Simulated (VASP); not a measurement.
```xyz
3
Lattice="1.8259 -3.1625 0.0000 1.8259 3.1625 0.0000 0.0000 0.0000 6.9213" Properties=species:S:1:pos:R:3 pbc="T T T"
Hf     0.0000     0.0000     0.0000
S      1.8259     1.0542     1.4396
S      1.8259    -1.0542     5.4817
```

Method: PW91 GGA, VASP's PBE PAW potentials (set 64) (plane waves; VASP). Run with 520 eV cut-off, 6×6×3 Γ-centred mesh, Gaussian smearing of 0.050 eV, potentials Hf_pv S.

Without a dispersion term in the relaxation, distances and binding between the weakly bound layers, chains or molecules are unreliable, and so is what depends on them.

### Question
Estimate the energy per atom (σ→0).

### Answer

```yaml
energy per atom (σ→0): -7.648 eV/atom
```

The absolute energy has meaning only against runs of the same code, potentials and settings.

The compound is HfS2 in the 1T layered structure. It was relaxed first, which changed the volume by +20 %. The start is the result of an earlier pass.
